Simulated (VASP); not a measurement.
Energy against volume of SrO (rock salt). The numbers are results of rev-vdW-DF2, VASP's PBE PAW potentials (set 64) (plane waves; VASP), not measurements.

```json
[
 {"V (Å³/atom)": "16.186", "E (eV/atom)": "-4.45706"},
 {"V (Å³/atom)": "16.703", "E (eV/atom)": "-4.47253"},
 {"V (Å³/atom)": "17.219", "E (eV/atom)": "-4.47755"},
 {"V (Å³/atom)": "17.736", "E (eV/atom)": "-4.47372"},
 {"V (Å³/atom)": "18.252", "E (eV/atom)": "-4.46242"}
]
```

Fit a third-order Birch-Murnaghan equation of state.

```yaml
volume_per_atom: 17.24 Å³/atom
bulk_modulus: 90.7 GPa
pressure_derivative_of_the_bulk_modulus: 4.60
lattice_constant_a: 516.7 pm
```

Measured: bulk modulus 91.0 GPa at 300 K (computed value off by -0.4 %), a 5.160 Å at 300 K (computed value off by +0.1 %), as given by Juan A. Santana et al., The Journal of Chemical Physics (2016), arXiv:1608.06321. The calculation is for a static lattice, while the measured bulk modulus, a hold thermal and zero-point effects, which are part of the difference.

The compound is SrO in the rock salt structure. It was relaxed first.
